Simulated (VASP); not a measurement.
# N (relaxed from the bcc structure, space group Im-3m): computed properties

Calculation: PBEsol GGA, VASP's PBE PAW potentials (set 64) (plane waves; VASP).

- space group: Im-3m (229)
- cell: a = b = c = 2.3937 Å, α = β = γ = 90.00°
- volume per atom: 6.86 Å³/atom
- band gap (over mesh and band path): none (metal, semimetal or under 0.01 eV)
- density: 3.39 g/cm³

```
N
1.0
   -1.19685     1.19685     1.19685
    1.19685    -1.19685     1.19685
    1.19685     1.19685    -1.19685
N
1
Direct
  0.00000   0.00000   0.00000
```

The structure was generated: N was put into the bcc type (Im-3m), which need not be its known phase. It was relaxed first, which changed the volume by -10 %. Symmetry was kept, so distortions that lower it aren't found.
